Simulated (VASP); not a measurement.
Data:

```xyz
3
Lattice="0.0000 2.6787 2.6787 2.6787 0.0000 2.6787 2.6787 2.6787 0.0000" Properties=species:S:1:pos:R:3 pbc="T T T"
Co     0.0000     0.0000     0.0000
Si     1.3393     1.3393     1.3393
Si     4.0180     4.0180     4.0180
```

The numbers are results of PBE GGA, VASP's PBE PAW potentials (set 64) (plane waves; VASP), not measurements. Run with 530 eV cut-off, 9×9×9 Γ-centred mesh, first-order Methfessel-Paxton smearing of 0.10 eV, potentials Co Si.

Finite-difference elastic constants of metals are sensitive to mesh and smearing; shear constants can be off by tens of GPa.

Q: Give the elastic stiffness tensor with the ions relaxed (GPa, in the frame of the cell).

A: 
```tsv
	xx	yy	zz	yz	xz	xy
xx	234	151	151	0.0	0.0	0.0
yy	151	234	151	0.0	0.0	0.0
zz	151	151	234	0.0	0.0	0.0
yz	0.0	0.0	0.0	85.6	0.0	0.0
xz	0.0	0.0	0.0	0.0	85.6	0.0
xy	0.0	0.0	0.0	0.0	0.0	85.6
```

Q: Estimate the Hill bulk modulus, Hill shear modulus, Young's modulus, Poisson's ratio.

A: 
The Hill bulk modulus is 179 GPa, the Hill shear modulus is 64.0 GPa and the Young's modulus is 172 GPa. The Poisson's ratio is 0.340.

The compound is CoSi2 in the fluorite structure. It was relaxed first. The run is not spin-polarised, so no magnetic state was tried. The electron count is odd and the run is not spin-polarised, which forces a metal.
